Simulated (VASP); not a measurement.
An input for Ansatz (written as the equivalent of a VASP run, and not itself run):

Ansatz 0.2 input:
```yaml
crystal:
  lattice:
    - [-2.1738227, 2.1738227, 4.1895953]
    - [2.1738227, -2.1738227, 4.1895953]
    - [2.1738227, 2.1738227, -4.1895953]
  atoms:
    - { symbol: Li, position: [0.7500000, 0.2500000, 0.5000000] }
    - { symbol: Li, position: [0.2500000, 0.7500000, 0.5000000] }
    - { symbol: Li, position: [0.5000000, 0.5000000, 1.0000000] }
    - { symbol: Cd, position: [1.0000000, 1.0000000, 1.0000000] }
kpoints:
  mp_grid: { grid: [10, 10, 10] }
hamiltonian:
  xc: pbesol
  pseudopotentials: { kind: paw }
scf:
  occupations: { method: methfessel_paxton, width: 0.1 }
  max_iter: 100
output: { forces: true, stress: true, eigenvalues: true }
```

Question: Translate this input to VASP (INCAR, KPOINTS, POSCAR, choice of POTCAR).

Answer: One answer among several that fit: 
### INCAR
```
# general
SYSTEM =Li3Cd
PREC   =Accurate
ENCUT  =600   # plane-wave cut-off (eV)
LREAL  =F
LASPH  =T

# electronic loop
EDIFF  =1E-7   # SCF stop (eV)
NELM   =100   # most electronic steps
ALGO   =Normal   # blocked Davidson
LMAXMIX=4

# smearing
ISMEAR =1   # Methfessel-Paxton
SIGMA  =0.1

# functional
GGA    =PS

# ions
ISIF   =2   # forces and stress, cell fixed

# output
LWAVE  =F
LCHARG =F
```

**KPOINTS**
```
kpoints
0
G
 10 10 10
```

POSCAR:
```
Li3Cd
4.1895950
 -0.5188622585   0.5188622585   1.0000000768
  0.5188622585  -0.5188622585   1.0000000768
  0.5188622585   0.5188622585  -1.0000000768
Li Cd
3 1
Cartesian
  0.0000000000   0.5188622585   0.5000000384
  0.5188622585   0.0000000000   0.5000000384
  0.5188622585   0.5188622585   0.0000000000
  0.5188622585   0.5188622585   1.0000000768
```

POTCAR, in this order: Li_sv Cd (PBE.64 set). Program: vasp_std.

Limits of the translation: each code has its own PAW files, so the cut-off isn't converted (ENCUT is set for VASP's; basis.ecutwfc is left out, and Ansatz then takes the one that its files recommend); Ansatz stops its SCF on the density residual and VASP on the energy change (EDIFF).

The structure comes from a computed database's Li3Cd entry (I4/mmm); how it stands against other phases isn't given here. This cell was strained or had an atom moved on purpose.
